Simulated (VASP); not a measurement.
Ta:

```
Ta
1.0
    -1.65493    1.65493    1.65493
     1.65493   -1.65493    1.65493
     1.65493    1.65493   -1.65493
Ta
1
Direct
  0.00000 0.00000 0.00000
```

```yaml
Program: VASP 6.6.1
Task: relaxation of cell and atoms
Functional: PBE
Dispersion: D3(BJ)
Potentials_or_basis: VASP PAW PBE potentials, release 64 (Ta_pv)
Cutoff: 600 eV
k_mesh: 18 × 18 × 18
Occupations: gaussian, width 0.1 eV
Spin: no spin polarisation
```

At the start: pressure -4.3 GPa; volume 18.13 Å³/atom.

Where does the relaxation end?

Over 4 steps the energy falls by 5.4 meV/atom and the volume is 17.74 Å³/atom (-2.2 %); space group Im-3m (No. 229, to 0.05 Å).

Step by step:
| step | energy change (eV) | largest force (eV/Å) | pressure (GPa) | volume (Å³) |
| --- | --- | --- | --- | --- |
| 1 | 0.0000 | 0.0000 | -4.30 | 18.13 |
| 2 | 0.0234 | 0.0000 | 11.27 | 16.88 |
| 3 | -0.0054 | 0.0000 | -0.06 | 17.74 |
| 4 | -0.0054 | 0.0000 | 0.03 | 17.74 |

Final structure:
```
Ta
1.0
    -1.64286    1.64286    1.64286
     1.64286   -1.64286    1.64286
     1.64286    1.64286   -1.64286
Ta
1
Cartesian
  1.6429 -1.6429 1.6429
```

Caveat: pairwise dispersion overbinds metals, which lowers pressure and volume.
